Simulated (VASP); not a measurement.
Crystal: MoS2.

```
Mo S
1.0
     3.16100    0.00000    0.00000
    -1.58050    2.73751    0.00000
     0.00000    0.00000   11.68025
Mo S
2 4
Direct
  0.33333 0.66667 0.25000
  0.66667 0.33333 0.75000
  0.66667 0.33333 0.38399
  0.66667 0.33333 0.11601
  0.33333 0.66667 0.88399
  0.33333 0.66667 0.61601
```

The cell was built by a generator and needn't be a form met in nature.

Base run:

* Program: VASP 6.6.1
* Functional: vdW-DF
* Potentials or basis: VASP PAW PBE potentials, release 64 (Mo_sv, S)
* Cutoff: 520 eV
* k mesh: 8 × 8 × 2
* Occupations: fermi-dirac, width 0.05 eV
* Spin: no spin polarisation

Its results: band gap on the k mesh 0.73 eV, indirect (least direct gap 1.88 eV); pressure 10.2 GPa; largest force 0.165 eV/Å.

Task: After a change of settings the same cell gave: band gap on the k mesh 0.68 eV, indirect (least direct gap 1.87 eV); pressure 5.0 GPa; largest force 0.017 eV/Å. Which change was it?
A. functional from vdW-DF to SCAN; dispersion from none to rVV10
B. functional from vdW-DF to rev-vdW-DF2
C. functional from vdW-DF to PBE
D. functional from vdW-DF to optB88-vdW

Result: D.

Caveats: the PAW data sets were made with another functional, which shifts forces and pressure a little.
